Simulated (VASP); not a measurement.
Computed with PBEsol GGA, VASP's PBE PAW potentials (set 64) (plane waves; VASP).

Input for VASP

**KPOINTS**
```
Automatic mesh
0
Gamma
12 12 7
0 0 0
```

INCAR:
```
SYSTEM = Sr
PREC = Accurate
ENCUT = 300
EDIFF = 1E-6
NELM = 100
ALGO = Normal
LREAL = .FALSE.
LASPH = .TRUE.
ISMEAR = 0
SIGMA = 0.272
GGA = PS
LMAXMIX = 4
LWAVE = .FALSE.
LCHARG = .FALSE.
ISIF = 2
```

File POSCAR:
```
Sr
4.2586180
  1.0000000000   0.0000000000   0.0000000000
 -0.5000000000   0.8660253162   0.0000000000
  0.0000000000   0.0000000000   1.6378127834
Sr
2
direct
  0.3333330000   0.6666670000   0.2500000000
  0.6666670000   0.3333330000   0.7500000000
```

POTCAR, in this order: Sr_sv (PBE.64 set). Program: vasp_std.

What VASP printed:

**OSZICAR**
```
       N       E                     dE             d eps       ncg     rms          rms(c)
DAV:   1     0.750425472989E+02    0.75043E+02   -0.77298E+03  2374   0.798E+02
DAV:   2     0.346895627576E+01   -0.71574E+02   -0.70906E+02  2656   0.200E+02
DAV:   3    -0.358117964272E+01   -0.70501E+01   -0.70182E+01  4072   0.414E+01
DAV:   4    -0.371800046387E+01   -0.13682E+00   -0.13662E+00  2720   0.545E+00
DAV:   5    -0.372105759650E+01   -0.30571E-02   -0.30566E-02  3424   0.627E-01    0.170E+01
DAV:   6    -0.371727301231E+01    0.37846E-02   -0.12620E-02  2716   0.129E+00    0.959E+00
DAV:   7    -0.371508099549E+01    0.21920E-02   -0.21214E-02  2644   0.160E+00    0.377E-01
DAV:   8    -0.371514510813E+01   -0.64113E-04   -0.31440E-03  3920   0.295E-01    0.113E-01
DAV:   9    -0.371518858927E+01   -0.43481E-04   -0.11174E-04  2800   0.488E-02    0.492E-02
DAV:  10    -0.371521829096E+01   -0.29702E-04   -0.14126E-05  2836   0.338E-02    0.236E-02
DAV:  11    -0.371521785593E+01    0.43503E-06   -0.48550E-07  1964   0.582E-03
   1 F= -.37152179E+01 E0= -.36641701E+01  d E =-.102096E+00
```

### OUTCAR
```
------------------------ aborting loop because EDIFF is reached ----------------------------------------
  FORCE on cell =-STRESS in cart. coord.  units (eV):
  Direction    XX          YY          ZZ          XY          YZ          ZX
  --------------------------------------------------------------------------------------
  Total       -0.3818192     -0.3818192     -0.3739784      0.0000000      0.0000000      0.0000000
  in kB       -5.5842838     -5.5842826     -5.4696086      0.0000000      0.0000000      0.0000000
  external PRESSURE =      -5.5460583 kB  Pullay stress =       0.0000000 kB
  volume of cell :      109.55
      direct lattice vectors                 reciprocal lattice vectors
     4.258618000  0.000000000  0.000000000     0.234817962  0.135572227  0.000000000
    -2.129309000  3.688071000  0.000000000     0.000000000  0.271144455  0.000000000
     0.000000000  0.000000000  6.974819000     0.000000000  0.000000000  0.143372896
 POSITION                                       TOTAL-FORCE (eV/Angst)
 -----------------------------------------------------------------------------------
     -0.00000      2.45872      1.74370         0.000000     -0.000000      0.000000
      2.12931      1.22936      5.23111        -0.000000      0.000000      0.000000
 -----------------------------------------------------------------------------------
    total drift:                               -0.001393      0.000804     -0.000388
  FREE ENERGIE OF THE ION-ELECTRON SYSTEM (eV)
  ---------------------------------------------------
  free  energy   TOTEN  =        -3.7152178559 eV

  energy  without entropy=       -3.6131222515  energy(sigma->0) =       -3.66417005
```
(Selected blocks of OUTCAR.)

At this cut-off the stress carries a Pulay error, which pulls relaxed volumes low.

The structure comes from a computed database's Sr entry; how it stands against other phases isn't given here. The cell was not relaxed at this level.
